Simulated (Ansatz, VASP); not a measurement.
## Two plane-wave programs on ScRu3

The input INCAR:

```
SYSTEM = ScRu3
PREC = Accurate ; ENCUT = 520
EDIFF = 1E-6 ; ISMEAR = 0
SIGMA = 0.1 ; LREAL = .FALSE.
LASPH = .TRUE. ; NELM = 100
ALGO = Fast ; ISIF = 2
LWAVE = .FALSE. ; LCHARG = .FALSE.
GGA = PE ; NBANDS = 34
```

File KPOINTS:

```
Automatic mesh
0
G
  10 10 10
  0 0 0
```

The input POSCAR:

```
ScRu3
1.0
    4.1084593253      0.0000000000      0.0000000000
    0.0000000000      4.1084593253      0.0000000000
    0.0000000000      0.0000000000      4.1084593253
Sc Ru
1 3
Direct
    0.0000000000      0.0000000000      0.0000000000
    0.0000000000      0.5000000000      0.5000000000
    0.5000000000      0.0000000000      0.5000000000
    0.5000000000      0.5000000000      0.0000000000
```

Input for Ansatz:

```yaml
crystal:
  lattice:
    - [4.1084593253, 0.0, 0.0]
    - [0.0, 4.1084593253, 0.0]
    - [0.0, 0.0, 4.1084593253]
  atoms:
    - { symbol: Sc, position: [0.0, 0.0, 0.0] }
    - { symbol: Ru, position: [0.0, 0.5, 0.5] }
    - { symbol: Ru, position: [0.5, 0.0, 0.5] }
    - { symbol: Ru, position: [0.5, 0.5, 0.0] }
basis:
  ecutwfc: 420
kpoints:
  mp_grid: { grid: [10, 10, 10] }
hamiltonian:
  xc: pbe
scf:
  occupations: { method: gaussian, width: 0.1 }
output:
  forces: true
  stress: true
  eigenvalues: true
  populations: true
```

Alike in both runs: task single point; functional PBE; k mesh 10 × 10 × 10; occupations gaussian, width 0.1 eV; no spin polarisation.

|  | VASP | Ansatz |
| --- | --- | --- |
| version | VASP 6.6.1 | Ansatz 0.2.0 |
| potentials or method | VASP PAW PBE potentials, release 64 (Sc_sv, Ru_pv) | scalar-relativistic, plane waves, PAW |
| plane-wave cutoff (eV) | 520 | 420 |
| valence electrons in the cell | 53 | 59 |

|  | VASP | Ansatz | Ansatz less VASP |
| --- | --- | --- | --- |
| gap on the k mesh at the Fermi level (eV) | none | none | - |
| pressure (GPa) | -20.2 | -20.3 | -0.09 |

A gap of «none» marks a metal or a gap that the smearing closes. The two sets of potentials don't hold the same shells in valence.

Caveats: so large a pressure means that the cell lies far from this level's equilibrium, or that cutoff or potentials fall short (VASP).
